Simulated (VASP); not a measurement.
Input:

```xyz
2
Lattice="0.0000 2.4865 2.4865 2.4865 0.0000 2.4865 2.4865 2.4865 0.0000" Properties=species:S:1:pos:R:3 pbc="T T T"
Gd     0.0000     0.0000     0.0000
N      2.4865     2.4865     2.4865
```

Level of theory: TPSS meta-GGA, VASP's PBE PAW potentials (set 64) (plane waves; VASP). Settings: 520 eV cut-off, 14×14×14 Γ-centred mesh, tetrahedra with Blöchl corrections, potentials Gd_3 N.

The 4f electrons are frozen in the core of the lanthanide potential, so 4f levels, which can set the real gap, and their magnetism are missing.

### Question
Give the energies of bands 5 to 10 at the high-symmetry points, in eV from the Fermi level.

### Answer

```tsv
band	Γ	X	U	L	W
5	0.02	-1.13	-2.13	-4.11	-2.17
6	0.02	-0.24	-1.30	-2.31	-1.32
7	0.02	-0.24	-1.25	-2.31	-1.32
8	3.10	-0.04	2.32	5.65	3.92
9	3.10	7.29	6.31	6.61	3.92
10	3.10	7.42	7.42	6.61	7.58
```

It has no gap at this level: it comes out as a metal or semimetal.

The compound is GdN in the rock salt structure. It was relaxed first.
